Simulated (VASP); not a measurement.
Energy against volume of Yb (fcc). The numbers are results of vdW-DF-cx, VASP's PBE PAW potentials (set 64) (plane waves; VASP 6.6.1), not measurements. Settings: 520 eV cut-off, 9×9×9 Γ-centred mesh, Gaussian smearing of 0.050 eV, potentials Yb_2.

The 4f electrons are frozen in the core of the lanthanide potential, so 4f levels, which can set the real gap, and their magnetism are missing.

| V (Å³/atom) | E (eV/atom) |
|---|---|
| 35.817 | 0.85733 |
| 36.924 | 0.85406 |
| 38.032 | 0.85462 |
| 39.140 | 0.85854 |

Task: Fit these four points and predict the energy of the run at 34.709 Å³/atom.

Result: A cubic in V^(−2/3), the third-order Birch-Murnaghan form, passes through the four points with V0 = 37.30 Å³/atom and B0 = 18 GPa, and gives 0.8650 eV/atom there. The run gave 0.8650 eV/atom, -0.0 meV/atom from the fit; all five points give B0 = 18 GPa.

The compound is Yb in the fcc structure. It was relaxed first, which changed the volume by -9 %.
